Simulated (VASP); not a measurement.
Method: MS2 meta-GGA, VASP's PBE PAW potentials (set 64) (plane waves; VASP).

The input files of a VASP run:

**KPOINTS**
```
Automatic mesh
0
Gamma
11 11 6
0 0 0
```

### INCAR
```
# general
SYSTEM =Tb
PREC   =Accurate
ENCUT  =520
LREAL  =.False.   # projection in real space or not
LASPH  =.True.   # aspherical one-centre terms

# electronic loop
EDIFF  =1E-6   # SCF stop (eV)
NELM   =100
ALGO   =Normal   # blocked Davidson
LMAXMIX=6   # l cut-off of mixed one-centre charges
LMIXTAU=.True.

# smearing
ISMEAR =1
SIGMA  =0.1   # width (eV)

# functional
METAGGA=MS2

# ions
IBRION =2   # conjugate gradients
NSW    =60   # most ionic steps
ISIF   =3   # ions, shape and volume
EDIFFG =-0.01   # ionic stop

# output
LWAVE  =.False.
LCHARG =.False.
```

**POSCAR**
```
Tb
1
    1.8000000000    -3.1176910000     0.0000000000
    1.8000000000     3.1176910000     0.0000000000
    0.0000000000     0.0000000000     5.6900000000
Tb
2
Direct
  0.3333330000   0.6666670000   0.2500000000
  0.6666670000   0.3333330000   0.7500000000
```

POTCAR, in this order: Tb_3 (PBE.64 set). Program: vasp_std.

Q: What will the output report for the number of irreducible k-points (NKPTS), largest plane-wave count, number of space-group operations, FFT grid (NGX, NGY, NGZ)?

A: 
```json
{
  "number of irreducible k-points (NKPTS)": "64",
  "largest_plane_wave_count": "1743",
  "number_of_space_group_operations": "24",
  "FFT grid (NGX, NGY, NGZ)": "28 × 28 × 42"
}
```

The compound is Tb in the hcp structure. This run relaxes it. Symmetry was kept, so distortions that lower it aren't found. The 4f electrons are frozen in the core of the lanthanide potential, so 4f levels, which can set the real gap, and their magnetism are missing.
